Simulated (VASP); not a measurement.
An input for Ansatz (written as the equivalent of a VASP run, and not itself run):

Ansatz 0.2 input:
```yaml
crystal:
  lattice:
    - [3.8752406, 0.0000000, 0.0000000]
    - [0.0000000, 3.8752406, 0.0000000]
    - [0.0000000, 0.0000000, 3.8752406]
  atoms:
    - { symbol: Ti, position: [0.0000000, 0.0000000, 0.0000000] }
    - { symbol: Pt, position: [0.0000000, 0.5000000, 0.5000000] }
    - { symbol: Pt, position: [0.5000000, 0.0000000, 0.5000000] }
    - { symbol: Pt, position: [0.5000000, 0.5000000, 0.0000000] }
kpoints:
  mp_grid: { grid: [8, 8, 8] }
hamiltonian:
  xc: pbesol
  pseudopotentials: { kind: paw }
scf:
  occupations: { method: methfessel_paxton, width: 0.1 }
  max_iter: 100
relax:
  max_steps: 40
  f_tol: 0.02
  cell: { p_target: 5 }
output: { forces: true, stress: true, eigenvalues: true }
```

Q: Translate this input to VASP (INCAR, KPOINTS, POSCAR, choice of POTCAR).

A: Several could match; the one computed here: 
INCAR:
```
PSTRESS = 50
ENCUT = 500   # plane-wave cut-off (eV)
EDIFF = 1E-6   # SCF stop (eV)
IBRION = 2   # conjugate gradients
LCHARG = .FALSE.
LWAVE = .FALSE.
ISMEAR = 1   # Methfessel-Paxton
LMAXMIX = 6   # l cut-off of mixed one-centre charges
LASPH = .TRUE.
EDIFFG = -0.02   # ionic stop
SYSTEM = Pt3Ti
ISIF = 3
GGA = PS   # PBEsol
LREAL = .FALSE.   # projection in real space or not
PREC = Accurate
ALGO = Normal   # blocked Davidson
NSW = 40   # most ionic steps
NELM = 100   # most electronic steps
SIGMA = 0.1   # width (eV)
```

### KPOINTS
```
Automatic mesh
0
Gamma
8 8 8
0 0 0
```

File POSCAR:
```
Pt3Ti
1
    3.8752405730     0.0000000000     0.0000000000
   -0.0000000000     3.8752405730     0.0000000000
   -0.0000000000    -0.0000000000     3.8752405730
Ti Pt
1 3
Direct
  0.0000000000   0.0000000000   0.0000000000
  0.0000000000   0.5000000000   0.5000000000
  0.5000000000   0.0000000000   0.5000000000
  0.5000000000   0.5000000000   0.0000000000
```

POTCAR, in this order: Ti_sv Pt (PBE.64 set). Program: vasp_std.

The two are equivalent in intent, not identical: each code has its own PAW files, so the cut-off isn't converted (ENCUT is set for VASP's; basis.ecutwfc is left out, and Ansatz then takes the one that its files recommend); Ansatz stops its SCF on the density residual and VASP on the energy change (EDIFF).

The compound is Pt3Ti in the L1_2 structure. It was relaxed first under an external pressure of 5 GPa.
